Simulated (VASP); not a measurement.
Ir: energy against strain

Ir (fcc, Fm-3m, 13.924 Å³/atom and stress up to 0.14 GPa in the relaxed cell, cube axes along x, y and z) under an equal strain ε along x and y, with z held. LDA in VASP (plane waves, PAW), 480 eV, 20×20×20 Γ-centred mesh, Methfessel-Paxton smearing 0.10 eV.

Here s stands for strain and y for E less E0.

```
strain (%)  E less E0 (meV/atom)
----------  --------------------
-3.00                          ?
-1.50                      19.47
-1.00                       8.53
-0.50                       2.11
0.00                        0.00
0.50                        2.01
1.00                        7.93
1.50                       17.58
```

Problem. Fit y against s with a parabola, and predict the withheld value at s = -3.00.

Solution. Least squares gives y = 0.000 - 0.4979·s + 8.2329·s². Residuals (row less fit): 0.199, -0.201, -0.197, 0.000, 0.201, 0.195, -0.197; standard error 0.243 (degrees of freedom: 4). Twice the quadratic coefficient over the volume, 2 × 8.2329 meV × 10⁴ × 0.1602 / 13.924 Å³, is the elastic constants 2(C11 + C12) = about 1900 GPa. At the withheld row, y = 0.000 - 0.4979 × (-3.0) + 8.2329 × (-3.0)² = 75.590 meV/atom. The calculation gives 81.68 meV/atom, 6.090 meV/atom above the prediction (7.5 % of the range of y in the table). The row lies outside the fitted rows, so this is an extrapolation. From the scatter of the fitted rows alone, a prediction at this place has a standard error of 0.929 meV/atom, so the miss is 6.6 times that.

A polynomial of degree 3 through the 12 other runs of the series gives 81.51 there, so most of the miss is curvature that the fit leaves out. In a metal these values are sensitive to mesh and smearing; energies are taken to zero smearing, stresses follow the free energy. The runs aren't spin-polarised. Spin-orbit coupling is left out, which can shift these values for the heavy elements here. Rows are the converged runs of the series near zero and its far end; series whose fitted rows scatter by over a few per cent of the range, as at a crossing or softening among them, aren't shown in this form, nor equations of state whose B0' disagrees with the runs' pressures. Most that stay on the fit to the last digits aren't either.
